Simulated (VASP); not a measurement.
Input:

```
CELL_PARAMETERS angstrom
      4.61048     0.00000     0.00000
     -2.30524     3.99280     0.00000
      0.00000     0.00000     5.13009
ATOMIC_POSITIONS crystal
  Ti 0.33333 0.66667 0.93748
  Ti 0.66667 0.33333 0.43748
  Al 0.33333 0.66667 0.43752
  Al 0.66667 0.33333 0.93752
```

The numbers are results of r2SCAN meta-GGA, VASP's PBE PAW potentials (set 64) (plane waves; VASP), not measurements. Numerical set-up: 400 eV cut-off, 9×9×7 Γ-centred mesh, tetrahedra with Blöchl corrections, potentials Ti_sv Al.

The cores are frozen, which limits the accuracy of field gradients.

Q: Give the principal components of the electric field gradient (V/Å²) and the asymmetry η at each nucleus.

A: 
| atom | Vxx | Vyy | Vzz | η |
|---|---|---|---|---|
| Ti1 | 20.6 | 20.6 | -41.1 | 0.00 |
| Ti2 | 20.6 | 20.6 | -41.1 | 0.00 |
| Al3 | 2.1 | 2.1 | -4.2 | 0.00 |
| Al4 | 2.1 | 2.1 | -4.2 | 0.00 |

The structure was generated: TiAl was put into the wurtzite type (P6_3mc), which need not be its known phase. It was relaxed first, which changed the volume by -31 %. The relaxed cell has space group P6_3/mmc.
